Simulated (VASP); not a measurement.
Method: LDA (Ceperley-Alder, Perdew-Zunger), VASP's LDA PAW potentials (set 64) (plane waves; VASP 6.6.1).

The input files of a VASP run:

KPOINTS:
```
Automatic mesh
0
Gamma
13 13 9
0 0 0
```

POSCAR:
```
TiAl
1
    2.7366896414     0.0000000000     0.0000000000
    0.0000000000     2.7366896414     0.0000000000
    0.0000000000     0.0000000000     3.9435013766
Ti Al
1 1
Direct
  0.0000000000   0.0000000000   0.0000000000
  0.5000000000   0.5000000000   0.5000000000
```

### INCAR
```
PREC = Accurate
ENCUT = 500
LMAXMIX = 4   # l cut-off of mixed one-centre charges
ISIF = 3
EDIFF = 1E-6
NSW = 40   # most ionic steps
EDIFFG = -0.02
ALGO = Normal   # blocked Davidson
SIGMA = 0.1
PSTRESS = 100   # kbar
LASPH = .TRUE.
LCHARG = .FALSE.
SYSTEM = TiAl
ISMEAR = 1   # Methfessel-Paxton
LREAL = .FALSE.   # projection in real space or not
NELM = 100
LWAVE = .FALSE.
IBRION = 2   # conjugate gradients
```

POTCAR, in this order: Ti_sv Al (LDA.64 set). Program: vasp_std.

The resulting files:

### OSZICAR
```
       N       E                     dE             d eps       ncg     rms          rms(c)
DAV:   1     0.881198878639E+02    0.88120E+02   -0.73724E+03  3083   0.136E+03
DAV:   2    -0.915870456949E+01   -0.97279E+02   -0.94273E+02  3110   0.331E+02
DAV:   3    -0.148314699316E+02   -0.56728E+01   -0.54434E+01  4781   0.779E+01
DAV:   4    -0.150296560516E+02   -0.19819E+00   -0.19454E+00  3876   0.125E+01
DAV:   5    -0.150384621290E+02   -0.88061E-02   -0.87910E-02  4415   0.231E+00    0.104E+01
DAV:   6    -0.137172646931E+02    0.13212E+01   -0.10866E+01  3791   0.373E+01    0.337E+00
DAV:   7    -0.135830042878E+02    0.13426E+00   -0.96395E-01  3519   0.110E+01    0.215E+00
DAV:   8    -0.135673835789E+02    0.15621E-01   -0.12932E-01  3456   0.383E+00    0.475E-01
DAV:   9    -0.135666027399E+02    0.78084E-03   -0.24623E-02  3824   0.214E+00    0.248E-01
DAV:  10    -0.135666735029E+02   -0.70763E-04   -0.18398E-03  3794   0.462E-01    0.602E-02
DAV:  11    -0.135666700758E+02    0.34271E-05   -0.38989E-04  3923   0.233E-01    0.423E-02
DAV:  12    -0.135666708788E+02   -0.80303E-06   -0.29530E-05  3443   0.648E-02    0.126E-02
DAV:  13    -0.135666698535E+02    0.10254E-05   -0.10605E-06  2346   0.135E-02    0.602E-03
DAV:  14    -0.135666697474E+02    0.10606E-06   -0.61518E-07  1722   0.107E-02
   1 F= -.11723257E+02 E0= -.11722896E+02  d E =-.117233E+02
       N       E                     dE             d eps       ncg     rms          rms(c)
DAV:   1    -0.144041642286E+02   -0.83749E+00   -0.20137E+01  3380   0.693E+01    0.861E+00
DAV:   2    -0.135053526701E+02    0.89881E+00   -0.57759E+00  3497   0.326E+01    0.197E+00
DAV:   3    -0.134177401783E+02    0.87612E-01   -0.56997E-01  3650   0.749E+00    0.761E-01
DAV:   4    -0.134232572517E+02   -0.55171E-02   -0.14391E-01  3633   0.333E+00    0.529E-01
DAV:   5    -0.134327025808E+02   -0.94453E-02   -0.13485E-02  4021   0.112E+00    0.283E-01
DAV:   6    -0.134411786837E+02   -0.84761E-02   -0.17314E-02  4802   0.730E-01    0.166E-01
DAV:   7    -0.134421869708E+02   -0.10083E-02   -0.14674E-03  3563   0.340E-01    0.165E-02
DAV:   8    -0.134422355138E+02   -0.48543E-04   -0.32489E-04  4344   0.106E-01    0.392E-02
DAV:   9    -0.134422823501E+02   -0.46836E-04   -0.97595E-05  3445   0.952E-02    0.624E-03
DAV:  10    -0.134422838205E+02   -0.14704E-05   -0.17674E-05  4237   0.252E-02    0.509E-03
DAV:  11    -0.134422837629E+02    0.57627E-07   -0.35119E-07  1806   0.731E-03
   2 F= -.11719866E+02 E0= -.11719485E+02  d E =0.339109E-02
       N       E                     dE             d eps       ncg     rms          rms(c)
DAV:   1    -0.138166860044E+02   -0.37440E+00   -0.57324E+00  3405   0.382E+01    0.504E+00
DAV:   2    -0.135682292184E+02    0.24846E+00   -0.25286E+00  3739   0.200E+01    0.128E+00
DAV:   3    -0.135133366295E+02    0.54893E-01   -0.29584E-01  3574   0.560E+00    0.305E-01
DAV:   4    -0.135166768753E+02   -0.33402E-02   -0.31715E-02  3558   0.134E+00    0.240E-01
DAV:   5    -0.135213375004E+02   -0.46606E-02   -0.71218E-03  4376   0.609E-01    0.199E-01
DAV:   6    -0.135232183644E+02   -0.18809E-02   -0.51192E-03  4427   0.519E-01    0.382E-02
DAV:   7    -0.135233011246E+02   -0.82760E-04   -0.31016E-04  3622   0.152E-01    0.214E-02
DAV:   8    -0.135233267265E+02   -0.25602E-04   -0.62739E-05  4431   0.627E-02    0.321E-03
DAV:   9    -0.135233272816E+02   -0.55510E-06   -0.48225E-06  3073   0.154E-02
   3 F= -.11738494E+02 E0= -.11738106E+02  d E =-.152368E-01
```

### OUTCAR
```
------------------------ aborting loop because EDIFF is reached ----------------------------------------
  FORCE on cell =-STRESS in cart. coord.  units (eV):
  Direction    XX          YY          ZZ          XY          YZ          ZX
  --------------------------------------------------------------------------------------
  Total        1.7697018      1.7697018      1.8075820      0.0000000     -0.0000000      0.0000000
  in kB       99.1522220     99.1522220    101.2745615      0.0000000     -0.0000000      0.0000000
  external PRESSURE =      -0.1403315 kB  Pullay stress =     100.0000000 kB
  volume of cell :       28.60
      direct lattice vectors                 reciprocal lattice vectors
     2.706982645  0.000000000  0.000000000     0.369415002  0.000000000  0.000000000
     0.000000000  2.706982645 -0.000000000     0.000000000  0.369415002  0.000000000
     0.000000000 -0.000000000  3.902449330     0.000000000  0.000000000  0.256249323
 POSITION                                       TOTAL-FORCE (eV/Angst)
 -----------------------------------------------------------------------------------
      0.00000      0.00000      0.00000         0.000000      0.000000      0.000000
      1.35349      1.35349      1.95122         0.000000     -0.000000      0.000000
 -----------------------------------------------------------------------------------
    total drift:                               -0.000000      0.000000     -0.000000
  FREE ENERGIE OF THE ION-ELECTRON SYSTEM (eV)
  ---------------------------------------------------
  free  energy   TOTEN  =       -13.5233272816 eV

  energy  without entropy=      -13.5221615549  energy(sigma->0) =      -13.52293871
  enthalpy is  TOTEN    =       -11.7384940914 eV   P V=        1.7848331902

 reached required accuracy - stopping structural energy minimisation
```
(Selected blocks of OUTCAR.)

### CONTCAR
```
TiAl
   1.00000000000000
     2.7069826452446590    0.0000000000000000    0.0000000000000000
     0.0000000000000000    2.7069826452446590   -0.0000000000000000
     0.0000000000000000   -0.0000000000000000    3.9024493298467919
  Ti              Al
     1     1
Direct
     0.0000000000000000    0.0000000000000000    0.0000000000000000
     0.5000000000000000    0.5000000000000000    0.5000000000000000
```

Energy and stress use the plane-wave basis of the starting cell.

The compound is TiAl in the L1_0 structure. This run relaxes it under an external pressure of 10 GPa. Symmetry was kept, so distortions that lower it aren't found. The electron count is odd and the run is not spin-polarised, which forces a metal.
